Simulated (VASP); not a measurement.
Computed with LDA (Ceperley-Alder, Perdew-Zunger), VASP's LDA PAW potentials (set 64) (plane waves; VASP).

A VASP calculation is set up with these files.

File POSCAR:
```
Co
1
    1.2251275635    -2.1219834005     0.0000000000
    1.2251275635     2.1219834005     0.0000000000
    0.0000000000     0.0000000000     3.9490228078
Co
2
Direct
  0.3333330000   0.6666670000   0.2500000000
  0.6666670000   0.3333330000   0.7500000000
```

**INCAR**
```
LMAXMIX  =  4   # l cut-off of mixed one-centre charges
ENCUT  =  520
MAGMOM  =  2*1.5
LREAL  =  .FALSE.   # projection in real space or not
PREC  =  Accurate
IBRION  =  2   # conjugate gradients
SIGMA  =  0.1   # width (eV)
NSW  =  30   # most ionic steps
LASPH  =  .TRUE.
LCHARG  =  .FALSE.
ISPIN  =  2   # spin-polarised
EDIFFG  =  -0.01
LORBIT  =  10
EDIFF  =  1E-7   # SCF stop (eV)
NELM  =  100   # most electronic steps
LWAVE  =  .FALSE.
ALGO  =  Normal
SYSTEM  =  Co
ISMEAR  =  1   # Methfessel-Paxton
ISIF  =  4   # ions and shape, fixed volume
```

File KPOINTS:
```
K-points
0
G
 17 17 9
```

POTCAR, in this order: Co (LDA.64 set). Program: vasp_std.

**Question.** What does the run give for the energy per atom (σ→0), cell moment, band gap (on the k-mesh)?

**Answer.** 
```
Property                                                    Result
------------------------  ----------------------------------------
energy per atom (σ→0)                       -783.2 kJ/mol of atoms
cell moment                                                3.00 μB
band gap (on the k-mesh)  none (metal, semimetal or under 0.01 eV)
```

**OSZICAR**
```
...
       N       E                     dE             d eps       ncg     rms          rms(c)
DAV:   1    -0.162359091206E+02   -0.90477E-04   -0.25611E-03 11195   0.438E-01    0.556E-02
DAV:   2    -0.162358515313E+02    0.57589E-04   -0.40718E-05 13549   0.115E-01    0.278E-02
DAV:   3    -0.162358325798E+02    0.18952E-04   -0.23801E-05 12587   0.587E-02    0.764E-03
DAV:   4    -0.162358332944E+02   -0.71467E-06   -0.20274E-06 11912   0.222E-02    0.198E-03
DAV:   5    -0.162358331178E+02    0.17663E-06   -0.88815E-08  6071   0.631E-03    0.124E-03
DAV:   6    -0.162358330640E+02    0.53785E-07   -0.45083E-08  5475   0.310E-03
   2 F= -.16235833E+02 E0= -.16235507E+02  d E =-.144217E-04  mag=     2.9988
```

The compound is Co in the hcp structure. This cell is one point of a volume scan, at 1.03 of the reference volume. Symmetry was kept, so distortions that lower it aren't found.
